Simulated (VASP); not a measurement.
# A VASP study of AlCl2 (optPBE-vdW): structure first, properties next, part 4 of 4

Wanted: the relaxed cell of AlCl2 and its properties. The cell is generated by rule, not measured, and may not be a known phase.

VASP 6.6.1, plane waves and PAW; the level of theory is named at each step.

So far. Step 7 (Core-level energies (optPBE-vdW)): Atoms of one element give levels within 0.1 eV of each other. Step 8 (Starting orbitals for the hybrid): The run ends at a pressure of 0.14 GPa, with forces up to 0.13 eV/Å.

## Step 9: Band structure (HSE06)

This step: HSE06; plane waves and PAW (Al, Cl); invented cell (VASP 6.6.1).

HSE06 mixes in a quarter of exact exchange at short range, at far higher cost; in semiconductors this cures much of the gap error, while metals seldom gain.

Contents of INCAR:

```
SYSTEM = AlCl2
PREC = Accurate
ENCUT = 400
EDIFF = 1E-06
NELM = 100
ISMEAR = 0
SIGMA = 0.05
LREAL = .FALSE.
ALGO = Normal
LHFCALC = .TRUE.
AEXX = 0.25
GGA = PE
HFSCREEN = 0.2
LASPH = .TRUE.
PRECFOCK = Fast
LORBIT = 11
LWAVE = .FALSE.
LCHARG = .FALSE.
```

Contents of POSCAR:

```
AlCl2
1.0
   -2.5818537832      2.5818537832      3.8120509093
    2.5818537832     -2.5818537832      3.8120509093
    2.5818537832      2.5818537832     -3.8120509093
Al Cl
1 2
Direct
    0.5000000000      0.5000000000      0.0000000000
    0.7915376366      0.7915376366      0.0000000000
    0.2084623634      0.2084623634      0.0000000000
```

Contents of KPOINTS:

```
Automatic mesh
0
Gamma
4 4 4
0 0 0
```

Contents of KPOINTS_OPT:

```
Line mode
10
Line-mode
Reciprocal
  0.00000000   0.00000000   0.00000000 GAMMA
  0.00000000   0.00000000   0.50000000 X

  0.00000000   0.00000000   0.50000000 X
 -0.22935906   0.22935906   0.50000000 Y

 -0.22935906   0.22935906   0.50000000 Y
 -0.36467953   0.36467953   0.36467953 S

 -0.36467953   0.36467953   0.36467953 S
  0.00000000   0.00000000   0.00000000 GAMMA

  0.00000000   0.00000000   0.00000000 GAMMA
  0.50000000   0.50000000  -0.50000000 Z

  0.50000000   0.50000000  -0.50000000 Z
  0.36467953   0.63532047  -0.36467953 S1

  0.36467953   0.63532047  -0.36467953 S1
  0.00000000   0.50000000   0.00000000 N

  0.00000000   0.50000000   0.00000000 N
  0.25000000   0.25000000   0.25000000 P

  0.25000000   0.25000000   0.25000000 P
  0.50000000   0.50000000  -0.22935906 Y1

  0.50000000   0.50000000  -0.22935906 Y1
  0.50000000   0.50000000  -0.50000000 Z

  0.00000000   0.00000000   0.50000000 X
  0.25000000   0.25000000   0.25000000 P
```

The projector-augmented-wave data sets are Al and Cl (PBE family, release 64).

The run starts from files that an earlier step left in the folder.

Started as:

```bash
> mpirun -np 1 vasp_std
```

Output:

```text
[banner, memory and clock lines left out]
running    1 mpi-ranks, on    1 nodes
[...]
LDA part: xc-table for (Slater+PW92), standard interpolation
 found WAVECAR, reading the header
 POSCAR, INCAR and KPOINTS ok, starting setup
[...]
reading WAVECAR
 the WAVECAR file was read successfully
 initial charge from wavefunction
 entering main loop
       N       E                     dE             d eps       ncg     rms          rms(c)
DAV:   1    -0.106849385415E+02   -0.10685E+02   -0.51755E-01   456   0.451E+00    0.853E+00
DAV:   2    -0.106860263798E+02   -0.10878E-02   -0.13569E-02   332   0.781E-01    0.594E+00
DAV:   3    -0.106837545545E+02    0.22718E-02   -0.26234E-03   356   0.355E-01    0.367E+00
DAV:   4    -0.106832974596E+02    0.45709E-03   -0.67913E-04   344   0.170E-01    0.223E+00
[...]
DAV:   8    -0.106830473072E+02    0.53123E-05   -0.37664E-06   344   0.133E-02    0.244E-01
DAV:   9    -0.106830459473E+02    0.13599E-05   -0.99227E-07   224   0.717E-03    0.140E-01
DAV:  10    -0.106830456593E+02    0.28809E-06   -0.49902E-07   164   0.553E-03
   1 F= -.10683046E+02 E0= -.10678983E+02  d E =-.812525E-02
 Start KPOINTS_OPT (optional k-point list driver)
k-point batch [1-13\110]
       N       E                     dE             ncg
DAV:   1    -0.266986891853E+03   -0.39714E+04      312
DAV:   2    -0.128945134369E+04   -0.10225E+04      380
DAV:   3    -0.146376259129E+04   -0.17431E+03      352
DAV:   4    -0.146825104733E+04   -0.44885E+01      372
DAV:   5    -0.146832093598E+04   -0.69889E-01      372
DAV:   6    -0.146832277192E+04   -0.18359E-02      396
DAV:   7    -0.146832283207E+04   -0.60146E-04      380
DAV:   8    -0.146832283388E+04   -0.18122E-05      308
DAV:   9    -0.146832283398E+04   -0.10346E-06      264
[...]
k-point batch [79-91\110]
       N       E                     dE             ncg
DAV:   1    -0.238417205433E+03   -0.56616E+04      312
DAV:   2    -0.129043720363E+04   -0.10520E+04      428
DAV:   3    -0.147190134158E+04   -0.18146E+03      328
DAV:   4    -0.147595095613E+04   -0.40496E+01      384
```

It took 21 min on 1 MPI rank of Intel Xeon Platinum 8375C at 2.90GHz (Ice Lake), shared host.

The run was cut off at its time limit.

The self-consistent loop had finished, and the limit fell in the path of KPOINTS_OPT; fewer path points or more time would be the way on.

## Step 10: Relaxing the atoms (optPBE-vdW) with a changed input

This step: optPBE-vdW; plane waves and PAW (Al, Cl); invented cell (VASP 6.6.1).

With the cell held (ISIF = 2), the atoms move to where the forces vanish. Some settings are moved from the usual, to see what they do.

Contents of INCAR:

```
SYSTEM = AlCl2
PREC = Accurate
ENCUT = 700
EDIFF = 1E-06
NELM = 100
ISMEAR = 0
SIGMA = 0.05
LREAL = .FALSE.
ALGO = Normal
GGA = OR
AGGAC = 0
LUSE_VDW = .TRUE.
LASPH = .TRUE.
LORBIT = 11
LWAVE = .FALSE.
LCHARG = .FALSE.
IBRION = 3
NSW = 60
ISIF = 2
EDIFFG = -0.01
NELECT = 16.5
POTIM = 0.2
SMASS = 0.4
```

POSCAR is that of step 9.

Contents of KPOINTS:

```
Automatic mesh
0
Gamma
6 6 6
0 0 0
```

Started as:

```bash
> mpirun -np 1 vasp_std
```

Output:

```text
[... set-up lines as in an earlier step ...]
 entering main loop
       N       E                     dE             d eps       ncg     rms          rms(c)
DAV:   1     0.109942425796E+03    0.10994E+03   -0.74509E+03   720   0.137E+03
DAV:   2     0.581582829740E+01   -0.10413E+03   -0.96586E+02  1048   0.197E+02
DAV:   3    -0.524150959397E+01   -0.11057E+02   -0.10949E+02   832   0.755E+01
DAV:   4    -0.541991941862E+01   -0.17841E+00   -0.17831E+00   904   0.116E+01
DAV:   5    -0.542404549427E+01   -0.41261E-02   -0.41257E-02   912   0.180E+00BRMIX: very serious problems
 the old and the new charge density differ
 old charge density:    17.00000 new   16.50000
    0.720E+00
DAV:   6    -0.478661474112E+01    0.63743E+00   -0.83616E-01   760   0.578E+00    0.477E+00
DAV:   7    -0.467157753779E+01    0.11504E+00   -0.30656E-01   840   0.347E+00    0.174E+00
DAV:   8    -0.466790488759E+01    0.36727E-02   -0.56689E-02   836   0.170E+00    0.345E-01
DAV:   9    -0.466712190282E+01    0.78298E-03   -0.11400E-02   852   0.732E-01    0.157E-01
[...]
DAV:  13    -0.466759335408E+01    0.25761E-05   -0.25306E-05   916   0.357E-02    0.320E-03
DAV:  14    -0.466759442586E+01   -0.10718E-05   -0.17092E-06   664   0.111E-02    0.229E-03
DAV:  15    -0.466759446011E+01   -0.34251E-07   -0.28550E-07   568   0.466E-03
   1 F= -.46675945E+01 E0= -.46669453E+01  d E =-.466759E+01
[...]
2 F= -.47336922E+01 E0= -.47329935E+01  d E =-.660977E-01
[...]
3 F= -.47920744E+01 E0= -.47915944E+01  d E =-.583822E-01
[...]
hard stop encountered!  aborting job ...
[...]
|     The electronic self-consistency was not achieved in the given           |
[...]
soft stop encountered!  aborting job ...
   4 F= -.47990718E+01 E0= -.47982629E+01  d E =-.161784E-02
 deleting file STOPCAR
```

Wall time 11 min (1 MPI rank); peak memory 0.87 GiB.

The run was stopped at its time limit, by a STOPCAR file.

By then 3 ionic steps had been finished.

NELECT differs from the neutral count, so the cell is charged against a uniform background: another system, not a numerical setting.

## Step 11: Total energy, forces and stress (optPBE-vdW) with a changed input

This run is made with a changed input; what comes of it follows.

Contents of INCAR:

```
SYSTEM = AlCl2
PREC = Accurate
ENCUT = 400
EDIFF = 1E-06
NELM = 98
SIGMA = 0.05
LREAL = .FALSE.
ALGO = Normal
GGA = OR
AGGAC = 0
LUSE_VDW = .TRUE.
LASPH = .TRUE.
LORBIT = 11
LWAVE = .FALSE.
LCHARG = .FALSE.
ISIF = 2
ISMEER = 0
```

POSCAR is that of step 10.

KPOINTS is that of step 10.

Started as:

```bash
> mpirun -np 1 vasp_std
```

Output:

```text
[... set-up lines as in an earlier step ...]
 entering main loop
       N       E                     dE             d eps       ncg     rms          rms(c)
DAV:   1     0.877174825725E+02    0.87717E+02   -0.57391E+03   720   0.897E+02
DAV:   2     0.312266973674E+01   -0.84595E+02   -0.78213E+02  1032   0.173E+02
DAV:   3    -0.468951336989E+01   -0.78122E+01   -0.77466E+01   820   0.617E+01
DAV:   4    -0.479652361164E+01   -0.10701E+00   -0.10694E+00   904   0.885E+00
DAV:   5    -0.479906454237E+01   -0.25409E-02   -0.25406E-02   912   0.135E+00    0.854E+00
DAV:   6    -0.412612563373E+01    0.67294E+00   -0.11285E+00   808   0.665E+00    0.521E+00
DAV:   7    -0.404681463473E+01    0.79311E-01   -0.27109E-01   836   0.326E+00    0.186E+00
DAV:   8    -0.404314024715E+01    0.36744E-02   -0.28911E-02   852   0.124E+00    0.239E-01
DAV:   9    -0.404330364368E+01   -0.16340E-03   -0.37906E-03   820   0.432E-01    0.113E-01
DAV:  10    -0.404357860514E+01   -0.27496E-03   -0.72364E-04   792   0.206E-01    0.523E-02
DAV:  11    -0.404365887026E+01   -0.80265E-04   -0.96447E-05   828   0.720E-02    0.225E-02
DAV:  12    -0.404368301996E+01   -0.24150E-04   -0.31827E-05   760   0.463E-02    0.664E-03
DAV:  13    -0.404368562456E+01   -0.26046E-05   -0.50866E-06   856   0.189E-02    0.364E-03
DAV:  14    -0.404368627436E+01   -0.64980E-06   -0.98212E-07   536   0.779E-03
   1 F= -.40436863E+01 E0= -.40433210E+01  d E =-.109572E-02
```

The job ended after 78 s (1 MPI rank; peak memory 0.47 GiB).

Parts of OUTCAR (step 11):

```text
   NELECT =      17.0000    total number of electrons

 E-fermi :   1.4242

 k-point     1 :       0.0000    0.0000    0.0000
  band No.  band energies     occupation
    ...
      5      -2.6529      2.00000
      6      -2.6529      2.00000
      7      -1.8677      2.00000
      8      -1.8677      2.00000
      9      -0.0510      2.00000
     10       3.1040      0.00000
     11       3.1040      0.00000
     12       6.4895      0.00000

Total vdW correction in eV:      3.7457439

  Total        0.0303280      0.0303280     -0.0062858      0.0000000     -0.0000000      0.0000000
  in kB        0.4780493      0.4780493     -0.0990805      0.0000000     -0.0000000      0.0000000
  external PRESSURE =       0.2856727 kB  Pullay stress =       0.0000000 kB

 POSITION                                       TOTAL-FORCE (eV/Angst)
 -----------------------------------------------------------------------------------
      0.00000      0.00000      3.81205        -0.000000     -0.000000     -0.000000
      0.00000      0.00000      6.03476        -0.000000     -0.000000      0.022725
      0.00000      0.00000      1.58934         0.000000      0.000000     -0.022725
 -----------------------------------------------------------------------------------
    total drift:                                0.000000     -0.000000      0.000000

  FREE ENERGIE OF THE ION-ELECTRON SYSTEM (eV)
  ---------------------------------------------------
  free  energy   TOTEN  =        -4.0436862744 eV

  energy  without entropy=       -4.0425905586  energy(sigma->0) =       -4.04332104

Total vdW correction in eV:      3.7457398

[... 8 parts as in an earlier step ...]

[... 9 further parts left out ...]
```

The run converged, and its energy and pressure stay near those of the sound run.

Against the sound run on this cell (core-level energies (optPBE-vdW)) the energy at zero smearing moves by +0.1 meV an atom and the pressure by +0.01 GPa.

The fault in the input: misspelt tag (ISMEER = 0). VASP ignores tags that it doesn't know, so the default applied; correct the spelling.

## Step 12: Summary of results

```
relaxed volume                            : 33.88 Å³/atom
relaxed conventional cell a, b, c         : 5.164, 5.164, 7.624 Å
space group after relaxing, within 0.02 Å : I4/mmm (No. 139)
band gap                                  : none, a metal
DOS at the Fermi level                    : 2.26 states/eV/cell
shallowest level of the frozen cores      : Al1 2p, 66.2 eV deep
```

With optPBE-vdW, AlCl2 relaxes to 33.88 Å³/atom in space group I4/mmm (held by the symmetry of the run) and comes out as a metal. Not obtained: band structure (HSE06), because the run hit its time limit. Not obtained: relaxing the atoms (optPBE-vdW) with a changed input, because the run hit its time limit. Band structure (optPBE-vdW): Of the bands kept, 1 crosses the Fermi level on this path. The k-sampling is coarse for a metal, so the Fermi level, pressures and the shape of the cell carry errors. With an odd electron count and no spin the cell is a metal by construction. No search among competing phases was made. All values are for a static lattice at zero temperature.

[Lines on the potential files, build, host, timing and source positions are cut from VASP's logs without a mark.]

[Logs are printed without paths, hosts, clocks, repeated set-up lines and the standing remarks that a program may print on its own settings, such as how far it seeks lower states.]

[Hosts, paths, dates, database ids (printed as entryN), source tags and the programs' standing remarks are cut or masked in the printed files.]

[A measured line is paired with the nearest computed mode of its activity, which favours agreement.]

[In band tables of VASP the shares of atoms and orbitals are scaled to a sum of 1 inside the atoms' spheres.]
